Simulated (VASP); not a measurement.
## SiO₂ (space group P3_121): computed properties

Calculation: PBEsol GGA, VASP's PBE PAW potentials (set 64) (plane waves; VASP).

* **space group**: P3_121 (152)
* **cell**: a = b = 4.9402 Å, c = 5.4569 Å, α = β = 90.00°, γ = 120.00°
* **volume per atom**: 12.82 Å^3/atom
* **band gap (over mesh and band path)**: 5.71 eV
* **smallest direct gap (over mesh and band path)**: 5.99 eV
* **band-edge character**: indirect, K to Γ
* **density**: 2.60 g/cm³
* **mean ε∞ (independent particles)**: 2.56

```cif
data_O6Si3
_chemical_formula_sum 'Si3 O6'
_space_group_name_H-M_alt 'P3121'
_space_group_IT_number 152
_space_group_name_Hall 'P 31 2"'
_cell_length_a 4.94025
_cell_length_b 4.94025
_cell_length_c 5.45688
_cell_angle_alpha 90.000
_cell_angle_beta 90.000
_cell_angle_gamma 120.000
loop_
_atom_site_label
_atom_site_type_symbol
_atom_site_symmetry_multiplicity
_atom_site_Wyckoff_symbol
_atom_site_fract_x
_atom_site_fract_y
_atom_site_fract_z
_atom_site_occupancy
Si1 Si 3 a 0.53110 0.53110 0.00000 1
O1 O 6 c 0.41270 0.26917 0.21542 1
```

The structure comes from a computed database's SiO2 entry (P3_121); how it stands against other phases isn't given here. It was relaxed first. Symmetry was kept, so distortions that lower it aren't found.
